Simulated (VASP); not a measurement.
Here is the system:

```xyz
6
Lattice="4.2773 0.0000 0.0000 0.0000 4.2773 0.0000 0.0000 0.0000 4.2773" Properties=species:S:1:pos:R:3 pbc="T T T"
Cu     3.2079     1.0693     3.2079
Cu     1.0693     3.2079     3.2079
Cu     3.2079     3.2079     1.0693
Cu     1.0693     1.0693     1.0693
O      0.0000     0.0000     0.0000
O      2.1386     2.1386     2.1386
```

Level of theory: rev-vdW-DF2, VASP's PBE PAW potentials (set 64) (plane waves; VASP 6.6.1). Run with 520 eV cut-off, 6×6×6 Γ-centred mesh, tetrahedra with Blöchl corrections, potentials Cu O.

The cores are frozen, which limits the accuracy of field gradients.

Problem. Give the principal components of the electric field gradient (V/Å²) and the asymmetry η at each nucleus.

Solution. 
| atom | Vxx | Vyy | Vzz | η |
|---|---|---|---|---|
| Cu1 | 32.7 | 32.7 | -65.4 | 0.00 |
| Cu2 | 32.7 | 32.7 | -65.4 | 0.00 |
| Cu3 | 32.7 | 32.7 | -65.4 | 0.00 |
| Cu4 | 32.7 | 32.7 | -65.4 | 0.00 |
| O5 | 0.0 | 0.0 | 0.0 | - |
| O6 | 0.0 | 0.0 | 0.0 | - |

The compound is Cu2O in the cuprite structure. It was relaxed first.
